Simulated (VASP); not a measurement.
Here is the system:

```
CELL_PARAMETERS angstrom
      0.00000     2.70256     2.70256
      2.70256     0.00000     2.70256
      2.70256     2.70256     0.00000
ATOMIC_POSITIONS crystal
  Mg 0.00000 0.00000 0.00000
  Se 0.50000 0.50000 0.50000
```

Level of theory: PBE GGA, VASP's PBE PAW potentials (set 64) (plane waves; VASP 6.6.1). Numerical set-up: 300 eV cut-off, 9×9×9 Γ-centred mesh, Gaussian smearing of 0.010 eV, potentials Mg Se.

Task: Give the energies of bands 2 to 7 at the high-symmetry points, in eV from the valence-band maximum.

Result: 
```json
[
 {"band": "2", "Γ": "0.00", "X": "-4.41", "U": "-3.91", "L": "-5.09", "W": "-3.44"},
 {"band": "3", "Γ": "0.00", "X": "-1.85", "U": "-3.44", "L": "-0.61", "W": "-3.44"},
 {"band": "4", "Γ": "0.00", "X": "-1.85", "U": "-1.49", "L": "-0.61", "W": "-2.63"},
 {"band": "5", "Γ": "2.77", "X": "1.84", "U": "3.07", "L": "3.86", "W": "4.64"},
 {"band": "6", "Γ": "7.40", "X": "3.88", "U": "6.31", "L": "6.13", "W": "7.07"},
 {"band": "7", "Γ": "7.40", "X": "12.00", "U": "9.05", "L": "6.13", "W": "7.61"}
]
```

The gap is indirect, 1.85 eV, from the valence maximum at Γ to the conduction minimum at X.

The structure comes from a computed database's MgSe entry; how it stands against other phases isn't given here. The cell was not relaxed at this level.
